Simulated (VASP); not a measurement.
An input for Ansatz (written as the equivalent of a VASP run, and not itself run):

Ansatz 0.2 input:
```yaml
crystal:
  lattice:
    - [0.0000000, 2.0755781, 2.0755781]
    - [2.0755781, 0.0000000, 2.0755781]
    - [2.0755781, 2.0755781, 0.0000000]
  atoms:
    - { symbol: B, position: [0.0000000, 0.0000000, 0.0000000] }
    - { symbol: P, position: [0.5000000, 0.5000000, 0.5000000] }
kpoints:
  mp_grid: { grid: [15, 15, 15] }
hamiltonian:
  xc: pbesol
  pseudopotentials: { kind: paw }
scf:
  occupations: { method: methfessel_paxton, width: 0.1 }
  max_iter: 100
relax:
  max_steps: 40
  f_tol: 0.02
  cell: { p_target: 30 }
output: { forces: true, stress: true, eigenvalues: true }
```

### Question
Write the VASP files for the same calculation (PBEsol).

### Answer
Several could match; the one computed here: 
INCAR:
```
SYSTEM  =  BP
PREC  =  Accurate; ENCUT  =  620; LREAL  =  .False.
LASPH  =  .True.
EDIFF  =  1E-6; NELM  =  100; ALGO  =  Normal
ISMEAR  =  1; SIGMA  =  0.1
GGA  =  PS
IBRION  =  2; NSW  =  40; ISIF  =  3
EDIFFG  =  -0.02; PSTRESS  =  300
LWAVE  =  .False.; LCHARG  =  .False.
```

File KPOINTS:
```
Automatic mesh
0
Gamma
15 15 15
0 0 0
```

POSCAR:
```
BP
1
    0.0000000000     2.0755781066     2.0755781066
    2.0755781066     0.0000000000     2.0755781066
    2.0755781066     2.0755781066     0.0000000000
B P
1 1
Direct
  0.0000000000   0.0000000000   0.0000000000
  0.5000000000   0.5000000000   0.5000000000
```

POTCAR, in this order: B P (PBE.64 set). Program: vasp_std.

The two are equivalent in intent, not identical: each code has its own PAW files, so the cut-off isn't converted (ENCUT is set for VASP's; basis.ecutwfc is left out, and Ansatz then takes the one that its files recommend); Ansatz stops its SCF on the density residual and VASP on the energy change (EDIFF).

The structure was generated: BP was put into the rock salt type (Fm-3m), which need not be its known phase. This run relaxes it under an external pressure of 30 GPa. Symmetry was kept, so distortions that lower it aren't found.
